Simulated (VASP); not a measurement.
All values below come from r2SCAN meta-GGA, VASP's PBE PAW potentials (set 64) (plane waves; VASP).

Gaps are without spin-orbit coupling.

```
Item                                                   Result
---------------------------------------------  --------------
volume per atom                                28.75 Å^3/atom
band gap (over mesh and band path)                    0.40 eV
smallest direct gap (over mesh and band path)         0.40 eV
```

Problem. Which relaxed crystal gives these values?
A) Tl2MoO4, P-3m1 (164)
B) GaSb, P6_3mc (186)
C) BaGaH5, Pmn2_1 (31)
D) ZrPbO3, Amm2 (38)

Solution. B, GaSb, P6_3mc (186)
